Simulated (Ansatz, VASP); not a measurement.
AlB2P3: VASP beside Ansatz

```
CELL_PARAMETERS angstrom
-1.75131 1.75131 7.43017
1.75131 -1.75131 7.43017
1.75131 1.75131 -7.43017
ATOMIC_POSITIONS crystal
Al 0.00000 0.00000 0.00000
B 0.66667 0.66667 0.00000
B 0.33333 0.33333 0.00000
P 0.58333 0.08333 0.50000
P 0.25000 0.75000 0.50000
P 0.91667 0.41667 0.50000
```

Alike in both runs: task single point; functional PBE; k mesh 8 × 8 × 8; occupations gaussian, width 0.1 eV; no spin polarisation.

```csv
,VASP,Ansatz
version,VASP 6.6.1,Ansatz 0.2.0
potentials or method,"VASP PAW PBE potentials, release 64 (Al, B, P)","scalar-relativistic, plane waves, PAW"
plane-wave cutoff (eV),520,420
valence electrons in the cell,24,24
```

VASP gave:

```
gap on the k mesh at the Fermi level (eV)       : 1.27
least direct gap on the mesh (eV)               : 1.48
pressure (GPa)                                  : 0.8
largest component of the traceless stress (GPa) : 0.77
rms of the force components (eV/Å)              : 1.649
```

**Question.** Estimate Ansatz's values.

**Answer.** gap on the k mesh at the Fermi level (eV): 1.27; least direct gap on the mesh (eV): 1.48; pressure (GPa): 1.0; largest component of the traceless stress (GPa): 0.78; rms of the force components (eV/Å): 1.652.

Atom by atom the forces differ by 0.003 eV/Å (rms over components). With one functional, cell and mesh, what is left measures potentials, basis and numerics.

Caveats: forces of over 1 eV/Å show positions far from the minimum, so gaps and moduli don't describe the material at rest. As with any semilocal functional, this PBE gap is likely too small. A k mesh can miss the band edges.
